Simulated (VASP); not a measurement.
Ca3ZrN3:

```
Ca Zr N
1.0
     4.82384    0.03748    0.00975
     0.03729    4.81941    0.00399
     0.00874    0.00799    9.72488
Ca Zr N
6 2 6
Direct
  0.49847 0.50002 0.74147
  0.50077 0.50036 0.24897
  0.49460 0.00839 0.99281
  0.50033 0.98651 0.49607
  0.00918 0.98562 0.75933
  0.01275 0.98828 0.25247
  0.03021 0.47633 0.98951
  0.02547 0.51476 0.49196
  0.01426 0.01846 0.00287
  0.99603 0.99047 0.49460
  0.00850 0.49338 0.77570
  0.99208 0.51202 0.26777
  0.46176 0.49382 0.99085
  0.45998 0.49829 0.49754
```

The cell was built by a generator and needn't be a form met in nature.

```yaml
Program: VASP 6.6.1
Task: relaxation of cell and atoms
Functional: PBE
Potentials_or_basis: VASP PAW PBE potentials, release 64 (Ca_sv, Zr_sv, N)
Cutoff: 520 eV
k_mesh: 5 × 5 × 3
Occupations: gaussian, width 0.15 eV
Spin: no spin polarisation
```

At the start: pressure 1.8 GPa; volume 16.15 Å³/atom.

Question: Where does the relaxation end?

Answer: Over 20 steps the energy falls by 32.7 meV/atom and the volume is 16.49 Å³/atom (+2.1 %); space group Pc (No. 7, to 0.05 Å).

Step by step:
```tsv
step	energy change (eV)	largest force (eV/Å)	pressure (GPa)	volume (Å³)
1	0.0000	1.2277	1.76	226.07
2	-0.3164	0.7365	-1.54	231.90
3	-0.3225	0.8747	-1.97	232.82
4	-0.4162	0.4889	1.06	227.89
5	-0.4175	0.4385	0.73	228.39
6	-0.4381	0.2231	0.10	229.90
7	-0.4381	0.2170	0.07	229.88
8	-0.4447	0.1382	-0.06	230.45
9	-0.4467	0.1565	-0.19	230.92
10	-0.4505	0.1136	0.17	230.47
11	-0.4508	0.1249	0.33	230.28
12	-0.4532	0.0970	0.17	230.66
13	-0.4543	0.1323	-0.03	231.12
14	-0.4558	0.0448	-0.09	231.17
15	-0.4562	0.0580	-0.14	231.21
16	-0.4571	0.0452	0.04	230.82
17	-0.4572	0.0494	0.14	230.60
18	-0.4577	0.0307	0.01	230.77
19	-0.4578	0.0451	-0.03	230.81
20	-0.4581	0.0255	-0.02	230.82
```

Final structure:
```
Ca Zr N
1.0
     4.87697   -0.00019   -0.00086
     0.00030    4.83725    0.00063
    -0.01233    0.00120    9.78403
Ca Zr N
6 2 6
Direct
  0.50472 0.49881 0.74789
  0.50431 0.49651 0.24805
  0.50546 0.99453 0.99862
  0.50485 0.00071 0.49846
  0.00368 0.99632 0.74759
  0.00364 0.99923 0.24742
  0.02833 0.47415 0.98546
  0.02775 0.52147 0.48564
  0.99977 0.02990 0.00026
  0.99934 0.96467 0.50040
  0.00025 0.49584 0.77053
  0.99983 0.49930 0.27050
  0.46129 0.49872 0.00047
  0.46118 0.49656 0.50061
```
